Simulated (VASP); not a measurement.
# ZrV3B2 (P6/mmm) in VASP: single point with PBE

Aim: the single point of ZrV3B2 with PBE.

All numbers are computed with VASP 6.6.1; they aren't measurements. Logs are shortened: lines on timing, memory, paths and dates and some standing lists are left out, and cuts for length are marked.

## (1) The crystal as given

Symmetry: P6/mmm, No. 191, hexagonal system. The conventional cell has a = 5.017 Å, b = 5.017 Å, c = 3.147 Å, α = 90.00°, β = 90.00°, γ = 120.00°. Around B (site symmetry -6m2) lie 6 V at 2.14 Å. Around V (site symmetry mmm) lie 4 B at 2.14 Å. Zr (site symmetry 6/mmm) is surrounded by 6 B at 2.90 Å and 12 V at 2.96 Å and 2 Zr at 3.15 Å.

The cell was built by a generator and needn't be a form met in nature.

## (2) Single point, PBE

Input file INCAR:

```
SYSTEM = ZrV3B2
ALGO = Normal ; EDIFF = 1E-6
ENCUT = 520 ; GGA = PE
ISIF = 2 ; ISMEAR = -1
LASPH = .TRUE. ; LCHARG = .FALSE.
LREAL = .FALSE. ; LWAVE = .FALSE.
NBANDS = 38 ; NELM = 100
PREC = Accurate ; SIGMA = 0.1
```

Input file KPOINTS:

```
k-points
0
G
  8 8 11
  0 0 0
```

Input file POSCAR:

```
ZrV3B2
1.0
    2.5084060000      4.3446830000      0.0000000000
   -2.5084060000      4.3446830000      0.0000000000
    0.0000000000      0.0000000000      3.1469090000
B V Zr
2 3 1
Direct
    0.3333000000      0.3334000000      0.0000000000
    0.6666000000      0.6667000000      0.0000000000
    0.5000000000      0.5000000000      0.5000000000
    0.5000000000      0.0000000000      0.5000000000
    0.0000000000      0.5000000000      0.5000000000
    0.0000000000      0.0000000000      0.0000000000
```

Potentials or basis: VASP PAW PBE potentials, release 64 (B, V_sv, Zr_sv).

Launch:

```sh
$ cat potpaw_PBE.64/B/POTCAR potpaw_PBE.64/V_sv/POTCAR potpaw_PBE.64/Zr_sv/POTCAR > POTCAR
$ mpirun -np 1 vasp_std > vasp.out
```

OUTCAR:

```text
SYSTEM = ZrV3B2
   EDIFF = 1E-6
   ENCUT = 520
   GGA = PE
   ISIF = 2
   ISMEAR = -1
   LASPH = .TRUE.
   LREAL = .FALSE.
   NELM = 100
   PREC = Accurate

 ion  position               nearest neighbor table
   1  0.333  0.333  0.000-   3 2.14   3 2.14   5 2.14   5 2.14   4 2.14   4 2.14   6 2.90   6 2.90
                             6 2.90
   2  0.667  0.667  0.000-   3 2.14   3 2.14   4 2.14   4 2.14   5 2.14   5 2.14   6 2.90   6 2.90
                             6 2.90
   3  0.500  0.500  0.500-   1 2.14   2 2.14   1 2.14   2 2.14   4 2.51   5 2.51   4 2.51   5 2.51
                             6 2.96   6 2.96   6 2.96   6 2.96
   4  0.500  0.000  0.500-   2 2.14   2 2.14   1 2.14   1 2.14   3 2.51   3 2.51   5 2.51   5 2.51
                             6 2.96   6 2.96   6 2.96   6 2.96
   5  0.000  0.500  0.500-   1 2.14   1 2.14   2 2.14   2 2.14   3 2.51   3 2.51   4 2.51   4 2.51
                             6 2.96   6 2.96   6 2.96   6 2.96
   6  0.000  0.000  0.000-   2 2.90   1 2.90   2 2.90   1 2.90   2 2.90   1 2.90   4 2.96   5 2.96
                             4 2.96   5 2.96   5 2.96   5 2.96   4 2.96   4 2.96   3 2.96   3 2.96

  LATTYP: Found a hexagonal cell.
 ALAT       =     5.0168088494
 C/A-ratio  =     0.6272730523

  Lattice vectors:

 A1 = (   2.5084060000,  -4.3446830000,   0.0000000000)
 A2 = (   2.5084060000,   4.3446830000,   0.0000000000)
 A3 = (   0.0000000000,   0.0000000000,   3.1469090000)

Analysis of symmetry for initial positions (statically):
=====================================================================
 Subroutine PRICEL returns:
 Original cell was already a primitive cell.

 Routine SETGRP: Setting up the symmetry group for a
 hexagonal supercell.

 Subroutine GETGRP returns: Found  4 space group operations
 (whereof  4 operations were pure point group operations)
 out of a pool of 24 trial point group operations.

The static configuration has the point symmetry C_2v.

Analysis of symmetry for dynamics (positions and initial velocities):
=====================================================================
 Subroutine PRICEL returns:
 Original cell was already a primitive cell.

 Routine SETGRP: Setting up the symmetry group for a
 hexagonal supercell.

 Subroutine GETGRP returns: Found  4 space group operations
 (whereof  4 operations were pure point group operations)
 out of a pool of 24 trial point group operations.

The dynamic configuration has the point symmetry C_2v.

 Subroutine INISYM returns: Found  4 space group operations
 (whereof  4 operations are pure point group operations),
 and found     1 'primitive' translations

----------------------------------------------------------------------------------------

                                     Primitive cell

  volume of cell :      68.5915

  direct lattice vectors                    reciprocal lattice vectors
     2.508406000  4.344683000  0.000000000     0.199329774  0.115083195  0.000000000
    -2.508406000  4.344683000  0.000000000    -0.199329774  0.115083195  0.000000000
     0.000000000  0.000000000  3.146909000     0.000000000  0.000000000  0.317772138

  length of vectors
     5.016808849  5.016808849  3.146909000     0.230166245  0.230166245  0.317772138

  position of ions in fractional coordinates (direct lattice)
     0.333300000  0.333400000  0.000000000
     0.666600000  0.666700000  0.000000000
     0.500000000  0.500000000  0.500000000
     0.500000000  0.000000000  0.500000000
     0.000000000  0.500000000  0.500000000
     0.000000000  0.000000000  0.000000000

  ion indices of the primitive-cell ions
   primitive index   ion index
                 1           1
                 2           2
                 3           3
                 4           4
                 5           5
                 6           6

----------------------------------------------------------------------------------------

 KPOINTS: k-points

Automatic generation of k-mesh.
 Grid dimensions read from file:
 generate k-points for:    8    8   11

 Generating k-lattice:

  Cartesian coordinates                     Fractional coordinates (reciprocal lattice)
     0.024916222  0.014385399  0.000000000     0.125000000  0.000000000  0.000000000
    -0.024916222  0.014385399  0.000000000     0.000000000  0.125000000  0.000000000
     0.000000000  0.000000000  0.028888376     0.000000000  0.000000000  0.090909091

  Length of vectors
     0.028770781  0.028770781  0.028888376

  Shift w.r.t. Gamma in fractional coordinates (k-lattice)
     0.000000000  0.000000000  0.000000000

 Subroutine IBZKPT returns following result:
 ===========================================

 Found    126 irreducible k-points:

 Following reciprocal coordinates:
            Coordinates               Weight
  0.000000  0.000000  0.000000      1.000000
  0.125000  0.000000  0.000000      4.000000
  0.125000  0.125000  0.000000      2.000000
  0.250000  0.000000  0.000000      4.000000
  0.250000  0.250000  0.000000      2.000000
  0.375000  0.000000  0.000000      4.000000
[... 16 lines left out ...]
  0.125000  0.000000  0.090909      8.000000
  0.125000  0.125000  0.090909      4.000000
 [... further k-points ...]
   k-points           NKPTS =    126   k-points in BZ     NKDIM =    126   number of bands    NBANDS=     38
   number of dos      NEDOS =    301   number of ions     NIONS =      6
   total plane-waves  NPLWV =  38400
   dimension x,y,z NGX =    40 NGY =   40 NGZ =   24
   dimension x,y,z NGXF=    80 NGYF=   80 NGZF=   48
   ions per type =               2   3   1
   NGX,Y,Z   is equivalent  to a cutoff of  13.26, 13.26, 12.68 a.u.
   NGXF,Y,Z  is equivalent  to a cutoff of  26.51, 26.51, 25.36 a.u.
 SYSTEM =  ZrV3B2
   PREC   = accura    normal or accurate (medium, high low for compatibility)
   ISTART =      0    job   : 0-new  1-cont  2-samecut
   ICHARG =      2    charge: 1-file 2-atom 10-const
   ISPIN  =      1    spin polarized calculation?
   LNONCOLLINEAR =      F non collinear calculations
   LSORBIT =      F    spin-orbit coupling
   LASPH  =      T    aspherical Exc in radial PAW
   ENCUT  =  520.0 eV  38.22 Ry    6.18 a.u.   9.33  9.33  5.85*2*pi/ulx,y,z
   NELM   =    100;   NELMIN=  2; NELMDL= -5     # of ELM steps
   EDIFF  = 0.1E-05   stopping-criterion for ELM
   LREAL  =      F    real-space projection
   EDIFFG = 0.1E-04   stopping-criterion for IOM
   NSW    =      0    number of steps for IOM
   IBRION =     -1    ionic relax: 0-MD 1-quasi-New 2-CG
   NFREE  =      0    steps in history (QN), initial steepest desc. (CG)
   ISIF   =      2    stress and relaxation
   ISYM   =      2    0-nonsym 1-usesym 2-fastsym
   POTIM  = 0.5000    time-step for ionic-motion
   TEBEG  =    0.0;   TEEND  =   0.0 temperature during run
   PSTRESS=    0.0 pullay stress
   NELECT =      57.0000    total number of electrons
   NUPDOWN=      -1.0000    fix difference up-down
   EMIN   =  10.00;   EMAX   =-10.00  energy-range for DOS
   EFERMI =   0.00;   METHOD = LEGACY
   ISMEAR =    -1;   SIGMA  =   0.10  broadening in eV -4-tet -1-fermi 0-gaus
   EFERMI_NEDOS =   21; number of points for ismear=-14 and -15
   IALGO  =     38    algorithm
   IMIX   =      4    mixing-type and parameters
     AMIX     =   0.40;   BMIX     =  1.00
     AMIX_MAG =   1.60;   BMIX_MAG =  1.00
  volume/ion in A,a.u.               =      11.43        77.15
  Fermi-wavevector in a.u.,A,eV,Ry     =   1.539134  2.908541 32.231294  2.368933
  Thomas-Fermi vector in A             =   2.645405
   LORBIT       =      0    0 simple, 1 ext, 2 COOP (PROOUT), +10 PAW based schemes
   GGA     = PE    functional components
   LHFCALC =     F    Hartree Fock is set to
   AEXX    =    0.0000 exact exchange contribution
   IVDW    =     0    specifies the selected vdW correction
   LEPSILON=     F    determine dielectric tensor
   LRPA    =     F    only Hartree local field effects (RPA)
 non-spin polarized calculation
  energy-cutoff  :      520.00
  volume of cell :       68.59
 maximum number of plane-waves:      1878
 NGX is ok and might be reduce to    40
   NGX = 19   NGY = 19   NGZ = 11

 number of electron      57.0000022 magnetization

 Free energy of the ion-electron system (eV)
  ---------------------------------------------------
  ext. energy  EPLUGINS =         0.00000000
  ---------------------------------------------------
  free energy    TOTEN  =       -50.32364400 eV

  energy without entropy =      -50.15378928  energy(sigma->0) =      -50.23871664

 E-fermi :  10.2611     XC(G=0): -12.8650

 val. band max:       10.2506421670   @ k =   0.3750   0.3750   0.1818
 cond. band min:      10.2624042835   @ k =   0.3750   0.3750   0.0909
 fundamental gap:      0.0117621165
 Fermi energy:        10.2611333960

 k-point     1 :       0.0000    0.0000    0.0000
  band No.  band energies     occupation
      1     -53.5215      2.00000
      2     -53.3326      2.00000
      3     -53.3325      2.00000
      4     -37.8855      2.00000
      5     -27.8890      2.00000
      6     -27.5232      2.00000
[... 30 lines left out ...]
     37      14.5152      0.00000
     38      14.7032      0.00000

 k-point     2 :       0.1250    0.0000    0.0000
  band No.  band energies     occupation
      1     -53.5152      2.00000
      2     -53.3391      2.00000
      3     -53.3326      2.00000
      4     -37.8858      2.00000
      5     -27.8569      2.00000
      6     -27.5169      2.00000
[... 30 lines left out ...]
     37      14.4112      0.00000
     38      14.6364      0.00000

 k-point     3 :       0.1250    0.1250    0.0000
  band No.  band energies     occupation
      1     -53.5152      2.00000
      2     -53.3390      2.00000
      3     -53.3327      2.00000
      4     -37.8858      2.00000
      5     -27.8569      2.00000
      6     -27.5169      2.00000
[... 30 lines left out ...]
     37      14.4112      0.00000
[... 781 lines left out ...]
 k-point    23 :       0.1250    0.0000    0.0909
  band No.  band energies     occupation
      1     -53.5144      2.00000
      2     -53.3383      2.00000
      3     -53.3318      2.00000
      4     -37.8813      2.00000
      5     -27.8556      2.00000
      6     -27.5154      2.00000
[... 30 lines left out ...]
     37      14.3854      0.00000
     38      14.5493      0.00000

 k-point    24 :       0.1250    0.1250    0.0909
  band No.  band energies     occupation
      1     -53.5144      2.00000
      2     -53.3383      2.00000
      3     -53.3319      2.00000
      4     -37.8813      2.00000
      5     -27.8556      2.00000
      6     -27.5154      2.00000
[... 30 lines left out ...]
     37      14.3854      0.00000
     38      14.5483      0.00000

 [... further k-points ...]

------------------------ aborting loop because EDIFF is reached ----------------------------------------

  FORCE on cell =-STRESS in cart. coord.  units (eV):
  Direction    XX          YY          ZZ          XY          YZ          ZX
  --------------------------------------------------------------------------------------
  -------------------------------------------------------------------------------------
  Total       10.5342527     10.5404782     10.2338833      0.0000000      0.0000000      0.0000000
  in kB      246.0618059    246.2072235    239.0457007      0.0000000      0.0000000      0.0000000
  external PRESSURE =     243.7715767 kB  Pullay stress =       0.0000000 kB

 VOLUME and BASIS-vectors are now :
 -----------------------------------------------------------------------------
  energy-cutoff  :      520.00
  volume of cell :       68.59
      direct lattice vectors                 reciprocal lattice vectors
     2.508406000  4.344683000  0.000000000     0.199329774  0.115083195  0.000000000
    -2.508406000  4.344683000  0.000000000    -0.199329774  0.115083195  0.000000000
     0.000000000  0.000000000  3.146909000     0.000000000  0.000000000  0.317772138

 POSITION                                       TOTAL-FORCE (eV/Angst)
 -----------------------------------------------------------------------------------
     -0.00025      2.89660      0.00000         0.001711     -0.001346      0.000000
     -0.00025      5.79277      0.00000         0.001711      0.001346      0.000000
      0.00000      4.34468      1.57345        -0.000013     -0.000000      0.000000
      1.25420      2.17234      1.57345        -0.001940      0.001114      0.000000
     -1.25420      2.17234      1.57345        -0.001940     -0.001114      0.000000
      0.00000      0.00000      0.00000         0.000473     -0.000000      0.000000
 -----------------------------------------------------------------------------------
    total drift:                                0.000001      0.000000     -0.000000

  FREE ENERGIE OF THE ION-ELECTRON SYSTEM (eV)
  ---------------------------------------------------
  free  energy   TOTEN  =       -50.3236439972 eV

  energy  without entropy=      -50.1537892774  energy(sigma->0) =      -50.23871664
```

Run time: 2.4 min. Hardware: 1 thread of Intel Xeon 6975P-C (Granite Rapids), shared host; peak memory 0.4 GiB.

What came out:

- Free energy: -50.3236 eV
- Pressure: 24.4 GPa
- Band gap on the k mesh: none (metal or under the smearing width)

Forces on the atoms (eV/Å):
```
B    0.002 -0.001  0.000
B    0.002  0.001  0.000
V    0.000  0.000  0.000
V   -0.002  0.001  0.000
V   -0.002 -0.001  0.000
Zr   0.000  0.000  0.000
```

Stress tensor (GPa, compression positive):
```
24.61  0.00  0.00
 0.00 24.62  0.00
 0.00  0.00 23.90
```

Caveat: so large a pressure means that the cell lies far from this level's equilibrium, or that cutoff or potentials fall short.
